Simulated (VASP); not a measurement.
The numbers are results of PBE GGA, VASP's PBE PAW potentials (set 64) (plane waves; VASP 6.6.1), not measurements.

A VASP calculation is set up with these files.

KPOINTS:
```
Automatic mesh
0
Gamma
16 16 16
0 0 0
```

**INCAR**
```
SYSTEM = Ni
PREC = Accurate
ENCUT = 400
EDIFF = 1E-6
NELM = 100
ALGO = Normal
LREAL = .FALSE.
LASPH = .TRUE.
ISMEAR = 1
SIGMA = 0.1
GGA = PE
LMAXMIX = 4
ISPIN = 2
MAGMOM = 0.8
LORBIT = 10
LWAVE = .FALSE.
LCHARG = .FALSE.
ISIF = 2
```

File POSCAR:
```
Ni
1
    0.0000000000     1.7600000000     1.7600000000
    1.7600000000     0.0000000000     1.7600000000
    1.7600000000     1.7600000000     0.0000000000
Ni
1
Direct
  0.0000000000   0.0000000000   0.0000000000
```

POTCAR, in this order: Ni (PBE.64 set). Program: vasp_std.

**Question.** What will the output report for the number of irreducible k-points (NKPTS), number of bands (NBANDS), largest plane-wave count, number of space-group operations, FFT grid (NGX, NGY, NGZ)?

**Answer.** 
```json
{
 "number of irreducible k-points (NKPTS)": "145",
 "number of bands (NBANDS)": "9",
 "largest_plane_wave_count": "210",
 "number_of_space_group_operations": "48",
 "FFT grid (NGX, NGY, NGZ)": "16 × 16 × 16"
}
```

The compound is Ni in the fcc structure. The cell was not relaxed at this level.
